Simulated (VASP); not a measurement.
Consider the following.

```yaml
crystal:
  lattice:
    - [0.00000, 2.69023, 2.75038]
    - [2.71339, 0.00000, 2.75038]
    - [2.71339, 2.69023, 0.00000]
  atoms:
    - { symbol: Si, position: [0.25000, 0.25000, 0.25000] }
    - { symbol: Si, position: [0.75000, 0.75000, 0.75000] }
    - { symbol: Ni, position: [0.98768, 0.01232, 0.01232] }
```

Method: PBE GGA, VASP's PBE PAW potentials (set 64) (plane waves; VASP 6.6.1). Settings: 400 eV cut-off, 9×9×9 Γ-centred mesh, tetrahedra with Blöchl corrections, potentials Si Ni.

For a metal the tetrahedron method with Blöchl corrections gives inexact stress and forces.

Question: Which forces act on the atoms, in eV/Å?

Answer: 
```json
[
 {"atom": "Si1", "Fx": "0.319", "Fy": "0.000", "Fz": "0.000"},
 {"atom": "Si2", "Fx": "0.319", "Fy": "0.000", "Fz": "0.000"},
 {"atom": "Ni3", "Fx": "-0.638", "Fy": "0.000", "Fz": "0.000"}
]
```

Question: Give the stress tensor in GPa (positive for a compressed cell).

Answer: 
```
0.32  0.00  0.00
0.00  0.87  0.00
0.00  0.00  0.06
```
The pressure is its mean diagonal, 0.42 GPa.

The compound is NiSi2 in the fluorite structure. The cell was not relaxed at this level, atoms are displaced from their ideal sites. The run is one of a series of settings (ISMEAR = -5, SIGMA removed against the base run), some of them coarse on purpose. The run is not spin-polarised, so no magnetic state was tried.
